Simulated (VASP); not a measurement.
Input:

```
Ni
1.0
    0.00000     1.71753     1.71753
    1.71753     0.00000     1.71753
    1.71753     1.71753     0.00000
Ni
1
Direct
  0.00000   0.00000   0.00000
```
Starting moments (μB, in the order of the record's atoms Ni): 0.6.

Method: vdW-DF-cx, VASP's PBE PAW potentials (set 64) (plane waves; VASP). Run with 520 eV cut-off, 18×18×18 Γ-centred mesh, first-order Methfessel-Paxton smearing of 0.10 eV, potentials Ni.

Question: Give the stress tensor in GPa (positive for a compressed cell).

Answer: 
```
7.45  0.00  0.00
0.00  7.45  0.00
0.00  0.00  7.45
```
The pressure is its mean diagonal, 7.45 GPa.

The compound is Ni in the fcc structure. This cell is one point of a volume scan, at 0.97 of the reference volume.
